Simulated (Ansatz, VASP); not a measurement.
# ZnIn in two plane-wave programs, part 2 of 2

One calculation is typed for both programs; each brings its own data sets. How far apart do they land? The cell is generated by rule, not measured, and may not be a known phase. The cell is taken from a series of runs on this material, whose earlier steps may have relaxed, scaled, displaced or heated it; both programs get it as it stands.

VASP 6.6.1 and Ansatz 0.2.0.

So far: Set-up; Ansatz: zone-centre phonons, PBE.

## Step 3: VASP: zone-centre phonons, PBE

Level of this step: PBE; plane waves and PAW (In_d, Zn); invented cell (VASP).

The same cell, functional, mesh and smearing now go to VASP, with its own data sets.

Lines of VASP's logs that name or quote its potential files are left out, and so is its time.

The input, INCAR:

```
SYSTEM = ZnIn
PREC = Accurate
ENCUT = 500
EDIFF = 1E-08
NELM = 120
ISMEAR = 1
SIGMA = 0.2
LREAL = .FALSE.
ALGO = Normal
GGA = PE
NBANDS = 18
LORBIT = 11
LWAVE = .FALSE.
LCHARG = .FALSE.
ISIF = 2
IBRION = 8
LASPH = .TRUE.
GGA_COMPAT = .FALSE.
KPAR = 2
```

The input, POSCAR:

```
ZnIn
1.0
    0.0000000000      2.8686981520      2.8686981520
    2.8686981520      0.0000000000      2.8686981520
    2.8686981520      2.8686981520      0.0000000000
In Zn
1 1
Direct
    0.0000000000      0.0000000000      0.0000000000
    0.5000000000      0.5000000000      0.5000000000
```

The input, KPOINTS:

```
Automatic mesh
0
Gamma
16 16 16
0 0 0
```

PAW data sets: In_d and Zn (PBE family, release 64).

Launch:

```
> mpirun -np 2 vasp_std
```

Numbers of over 12 decimals in the logs are rounded to 6 here.

The log of the run:

```text
[banner, memory and clock lines left out]
running    2 mpi-ranks, on    1 nodes
 distrk:  each k-point on    1 cores,    2 groups
 distr:  one band on    1 cores,    1 groups

 POSCAR found type information on POSCAR InZn
 POSCAR found :  2 types and       2 ions
 LDA part: xc-table for (Slater+PW92), standard interpolation
 POSCAR, INCAR and KPOINTS ok, starting setup
 FFT: planning ... GRIDC
 FFT: planning ... GRID_SOFT
 FFT: planning ... GRID
 WAVECAR not read
 entering main loop
       N       E                     dE             d eps       ncg     rms          rms(c)
DAV:   1     0.154547542924E+03    0.15455E+03   -0.11973E+04  5260   0.182E+03
DAV:   2     0.545635595307E+01   -0.14909E+03   -0.14674E+03  5246   0.344E+02
DAV:   3    -0.325638826277E+01   -0.87127E+01   -0.86801E+01  6048   0.959E+01
DAV:   4    -0.344022283519E+01   -0.18383E+00   -0.18376E+00  6290   0.138E+01
DAV:   5    -0.344840416796E+01   -0.81813E-02   -0.81809E-02  6822   0.260E+00    0.294E+00
DAV:   6    -0.335098675891E+01    0.97417E-01   -0.47543E-01  5782   0.130E+01    0.184E+00
DAV:   7    -0.334413535084E+01    0.68514E-02   -0.31432E-02  6484   0.298E+00    0.886E-01
DAV:   8    -0.334215049622E+01    0.19849E-02   -0.50515E-03  6844   0.861E-01    0.138E-01
DAV:   9    -0.334209942148E+01    0.51075E-04   -0.57545E-04  7032   0.378E-01    0.509E-02
DAV:  10    -0.334211431663E+01   -0.14895E-04   -0.58840E-05  5634   0.869E-02    0.132E-02
DAV:  11    -0.334211653448E+01   -0.22179E-05   -0.61632E-06  7636   0.335E-02    0.423E-03
DAV:  12    -0.334211677074E+01   -0.23626E-06   -0.95742E-07  6602   0.116E-02    0.283E-03
DAV:  13    -0.334211675562E+01    0.15116E-07   -0.57520E-08  5718   0.227E-03    0.408E-04
DAV:  14    -0.334211671702E+01    0.38597E-07   -0.19363E-09  3130   0.441E-04    0.274E-04
DAV:  15    -0.334211671117E+01    0.58585E-08   -0.44855E-10  2934   0.300E-04
   1 F= -.33421167E+01 E0= -.33420717E+01  d E =-.134936E-03
 Linear response reoptimize wavefunctions to high precision
DAV:   1    -0.334211670827E+01    0.28917E-08   -0.14628E-10  3028   0.146E-04
DAV:   2    -0.334211670830E+01   -0.23647E-10   -0.61336E-11  2890   0.849E-05
 Linear response DOF=           2
 Linear response progress:
  Degree of freedom:   1/  2
       N       E                     dE             d eps       ncg     rms          rms(c)
RMM:   1    -0.232220682744E+00   -0.23222E+00   -0.14813E-01 18484   0.376E+00
RMM:   2    -0.234814074251E+00   -0.25934E-02   -0.11290E-02 20693   0.757E-01    0.510E-02
RMM:   3    -0.234826270717E+00   -0.12196E-04   -0.11282E-03 21767   0.230E-01    0.197E-02
RMM:   4    -0.234723920821E+00    0.10235E-03   -0.10437E-04 22706   0.780E-02    0.184E-02
RMM:   5    -0.234704609457E+00    0.19311E-04   -0.14606E-05 22503   0.297E-02    0.670E-03
RMM:   6    -0.234699849733E+00    0.47597E-05   -0.28316E-06 22502   0.127E-02    0.231E-03
RMM:   7    -0.234700833262E+00   -0.98353E-06   -0.54780E-07 22157   0.499E-03    0.154E-03
RMM:   8    -0.234699874712E+00    0.95855E-06   -0.12902E-07 22969   0.233E-03    0.221E-04
RMM:   9    -0.234699793342E+00    0.81370E-07    0.18931E-07 22831   0.116E-03    0.163E-04
RMM:  10    -0.234699812040E+00   -0.18698E-07    0.26708E-07 23280   0.612E-04    0.131E-04
RMM:  11    -0.234699833173E+00   -0.21133E-07    0.17245E-07 23279   0.355E-04    0.149E-04
RMM:  12    -0.234699844427E+00   -0.11254E-07    0.11544E-07 23731   0.223E-04    0.276E-04
RMM:  13    -0.234700180320E+00   -0.33589E-06    0.17831E-08 22542   0.152E-04    0.174E-04
RMM:  14    -0.234700222266E+00   -0.41946E-07    0.25378E-08 23760   0.111E-04    0.841E-05
RMM:  15    -0.234700194437E+00    0.27828E-07    0.74799E-09 22651   0.903E-05    0.189E-05
RMM:  16    -0.234700164132E+00    0.30306E-07    0.99057E-09 22577   0.786E-05    0.812E-06
RMM:  17    -0.234700156114E+00    0.80180E-08    0.56789E-09 19359   0.726E-05    0.560E-06
 first order change of Fermi-energy   0.22025E-04
 force on displaced ion       1 direction 1 :  -2.316   0.000   0.000
 Linear response progress:
  Degree of freedom:   2/  2
       N       E                     dE             d eps       ncg     rms          rms(c)
RMM:   1    -0.210637554506E+00   -0.21064E+00   -0.33385E-02 16583   0.167E+00
RMM:   2    -0.209653406728E+00    0.98415E-03   -0.64216E-03 18640   0.852E-01    0.401E-02
RMM:   3    -0.209581666253E+00    0.71740E-04   -0.10899E-03 20399   0.325E-01    0.201E-02
RMM:   4    -0.209471146251E+00    0.11052E-03   -0.19403E-04 21195   0.143E-01    0.545E-03
RMM:   5    -0.209443728159E+00    0.27418E-04   -0.45922E-05 21728   0.653E-02    0.337E-03
RMM:   6    -0.209447663841E+00   -0.39357E-05   -0.10003E-05 21949   0.316E-02    0.111E-03
RMM:   7    -0.209447176284E+00    0.48756E-06   -0.26979E-06 22247   0.155E-02    0.170E-03
RMM:   8    -0.209445883865E+00    0.12924E-05   -0.77736E-07 22843   0.774E-03    0.388E-03
RMM:   9    -0.209446118050E+00   -0.23418E-06   -0.23693E-07 21451   0.433E-03    0.372E-04
RMM:  10    -0.209446265640E+00   -0.14759E-06   -0.38289E-08 23595   0.219E-03    0.228E-04
RMM:  11    -0.209446569019E+00   -0.30338E-06   -0.31889E-08 23286   0.122E-03    0.345E-04
RMM:  12    -0.209446542077E+00    0.26943E-07   -0.40468E-09 24096   0.603E-04    0.249E-04
RMM:  13    -0.209446638982E+00   -0.96905E-07   -0.16053E-09 23225   0.358E-04    0.191E-05
RMM:  14    -0.209446618151E+00    0.20831E-07    0.19701E-09 24339   0.191E-04    0.709E-06
RMM:  15    -0.209446618869E+00   -0.71819E-09   -0.56427E-09 24518   0.115E-04    0.412E-06
 first order change of Fermi-energy  -0.77341E-04
 force on displaced ion       2 direction 1 :  -2.342   0.000   0.000
 Linear response finished
```

OUTCAR, selected parts (step 3):

```text
ion  position               nearest neighbor table
   1  0.000  0.000  0.000-   2 2.87   2 2.87   2 2.87   2 2.87   2 2.87   2 2.87
   2  0.500  0.500  0.500-   1 2.87   1 2.87   1 2.87   1 2.87   1 2.87   1 2.87

  LATTYP: Found a face centered cubic cell.
 ALAT       =     5.7373963040

 Subroutine GETGRP returns: Found 48 space group operations
 (whereof 48 operations were pure point group operations)

The static configuration has the point symmetry O_h .

 Found    145 irreducible k-points:

   k-points           NKPTS =    145   k-points in BZ     NKDIM =    145   number of bands    NBANDS=     18

   dimension x,y,z NGX =    30 NGY =   30 NGZ =   30
   dimension x,y,z NGXF=    60 NGYF=   60 NGZF=   60

   ENCUT  =  500.0 eV  36.75 Ry    6.06 a.u.   7.40  7.40  7.40*2*pi/ulx,y,z

   NELECT =      25.0000    total number of electrons

 k-points in reciprocal lattice and weights: Automatic mesh
   0.00000000  0.00000000  0.00000000       0.000
   0.06250000  0.00000000  0.00000000       0.002
   0.12500000  0.00000000  0.00000000       0.002
   0.18750000  0.00000000  0.00000000       0.002
   0.25000000  0.00000000  0.00000000       0.002
   0.31250000  0.00000000  0.00000000       0.002
   0.37500000  0.00000000  0.00000000       0.002
   0.43750000  0.00000000  0.00000000       0.002
   0.50000000  0.00000000  0.00000000       0.001
[...]
-0.31250000  0.50000000  0.18750000       0.003
  -0.25000000  0.50000000  0.25000000       0.001

 average (electrostatic) potential at core
       1 -96.7275       2 -35.1511

  Total        0.0161121      0.0161121      0.0161121     -0.0000000     -0.0000000      0.0000000
  in kB        0.5467350      0.5467350      0.5467350     -0.0000000     -0.0000000      0.0000000
  external PRESSURE =       0.5467350 kB  Pullay stress =       0.0000000 kB

  energy-cutoff  :      500.00
  volume of cell :       47.22
      direct lattice vectors                 reciprocal lattice vectors
     0.000000000  2.868698152  2.868698152    -0.174295089  0.174295089  0.174295089
     2.868698152  0.000000000  2.868698152     0.174295089 -0.174295089  0.174295089
     2.868698152  2.868698152  0.000000000     0.174295089  0.174295089 -0.174295089

 POSITION                                       TOTAL-FORCE (eV/Angst)
 -----------------------------------------------------------------------------------
      0.00000      0.00000      0.00000         0.000000     -0.000000     -0.000000
      2.86870      2.86870      2.86870        -0.000000      0.000000      0.000000
 -----------------------------------------------------------------------------------
    total drift:                                0.000000      0.000000      0.000000

 Eigenvectors and eigenvalues of the dynamical matrix
 ----------------------------------------------------

   1 f  =    3.698842 THz    23.240513 2PiTHz  123.380105 cm-1    15.297177 meV
             X         Y         Z           dx          dy          dz
      0.000000  0.000000  0.000000     0.600215    0.000000    0.000000
      2.868698  2.868698  2.868698    -0.799839   -0.000000    0.000000

   2 f  =    3.698842 THz    23.240513 2PiTHz  123.380105 cm-1    15.297177 meV
             X         Y         Z           dx          dy          dz
      0.000000  0.000000  0.000000     0.000000    0.000000   -0.600215
      2.868698  2.868698  2.868698     0.000000    0.000000    0.799839

   3 f  =    3.698842 THz    23.240513 2PiTHz  123.380105 cm-1    15.297177 meV
             X         Y         Z           dx          dy          dz
      0.000000  0.000000  0.000000    -0.000000    0.600215    0.000000
      2.868698  2.868698  2.868698     0.000000   -0.799839    0.000000

   4 f/i=    0.009993 THz     0.062791 2PiTHz    0.333345 cm-1     0.041330 meV
             X         Y         Z           dx          dy          dz
      0.000000  0.000000  0.000000    -0.194278    0.422717    0.650621
      2.868698  2.868698  2.868698    -0.145791    0.317216    0.488239

   5 f/i=    0.009993 THz     0.062791 2PiTHz    0.333345 cm-1     0.041330 meV
             X         Y         Z           dx          dy          dz
      0.000000  0.000000  0.000000     0.567596   -0.379851    0.416281
      2.868698  2.868698  2.868698     0.425935   -0.285048    0.312386

   6 f/i=    0.009993 THz     0.062791 2PiTHz    0.333345 cm-1     0.041330 meV
             X         Y         Z           dx          dy          dz
      0.000000  0.000000  0.000000    -0.528992   -0.562819    0.207711
      2.868698  2.868698  2.868698    -0.396967   -0.422351    0.155871

 ELASTIC MODULI CONTR FROM IONIC RELAXATION (kBar)
 Direction    XX          YY          ZZ          XY          YZ          ZX
 --------------------------------------------------------------------------------
 XX           0.0000      0.0000      0.0000      0.0000      0.0000      0.0000
 YY           0.0000      0.0000      0.0000      0.0000      0.0000      0.0000
 ZZ           0.0000      0.0000      0.0000      0.0000      0.0000      0.0000
 XY           0.0000      0.0000      0.0000      0.0000      0.0000      0.0000
 YZ           0.0000      0.0000      0.0000      0.0000      0.0000      0.0000
 ZX           0.0000      0.0000      0.0000      0.0000      0.0000      0.0000
 --------------------------------------------------------------------------------
```

This run has no spin polarisation. Its electron count is odd, so without a moment it is a metal by construction.

## Step 4: Side by side

Known differences besides the potentials themselves: VASP's run holds the zone centre alone; the cutoff is 420 eV in Ansatz and 500 eV in VASP. Total energies have different zeros and are not compared.

Compared:

| quantity | Ansatz | VASP | difference |
| --- | --- | --- | --- |
| optical mode 1 to 3 (cm⁻¹) | 122.5 | 123.4 | -0.71 % |

Modes are paired by rising frequency, not by their patterns, so a pair may set unlike modes beside each other; they are those without the splitting of longitudinal modes.

## Step 5: Outcome

| Quantity | Value |
| --- | --- |
| r.m.s. difference of the optical zone-centre modes, each program's sorted by frequency (zone-centre phonons, PBE) | 0.87 cm⁻¹ |
| difference in optical mode 1 to 3 (zone-centre phonons, PBE) | -0.7 % |

**Reading.** The r.m.s. difference of the optical zone-centre modes, each program's sorted by frequency is 0.87 cm⁻¹ (zone-centre phonons, PBE). Among the rows given in per cent, the largest difference of the zone-centre phonons, PBE pair is in optical mode 1 to 3, -0.7 %. How closely two codes agree says nothing of how well the functional describes the real material.

[Lines on the potential files, build, host, timing and source positions are cut from VASP's logs without a mark.]

[Logs are printed without paths, hosts, clocks, repeated set-up lines and the standing remarks that a program may print on its own settings, such as how far it seeks lower states.]

[Hosts, paths, dates, database ids (printed as entryN), source tags and the programs' standing remarks are cut or masked in the printed files.]
